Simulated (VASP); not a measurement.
```yaml
crystal:
  lattice:
    - [3.70448, -1.88604, 0.00379]
    - [3.70448, 1.88604, 0.00379]
    - [2.74105, 0.00000, 3.12521]
  atoms:
    - { symbol: As, position: [0.22662, 0.22662, 0.22662] }
    - { symbol: As, position: [0.77338, 0.77338, 0.77338] }
```

Level of theory: r2SCAN+rVV10, VASP's PBE PAW potentials (set 64) (plane waves; VASP). Run with 520 eV cut-off, 13×13×13 Γ-centred mesh, tetrahedra with Blöchl corrections, potentials As.

### Question
Tabulate the total density of states (states/eV per cell) against energy (eV; zero at the valence-band maximum or, without a gap, the Fermi level).

### Answer

(E (eV), DOS (states/eV)): (-9.98, 0.67); (-9.38, 0.39); (-8.90, 0.27); (-8.30, 0.17); (-7.70, 0.11); (-7.22, 0.07); (-6.62, 0.03); (-6.02, 0.85); (-5.54, 0.76); (-4.94, 0.94); (-4.34, 1.36); (-3.86, 1.34); (-3.26, 1.43); (-2.66, 1.32); (-2.18, 1.04); (-1.58, 0.70); (-0.98, 0.51); (-0.50, 0.28); (0.10, 0.06); (0.70, 0.80); (1.18, 1.51); (1.78, 1.61); (2.38, 1.61); (2.86, 1.10); (3.46, 1.15)
Within 2 eV below the Fermi level the largest weight inside VASP's projection spheres is As p, then As s.

The compound is As in the a7 structure. It was relaxed first.
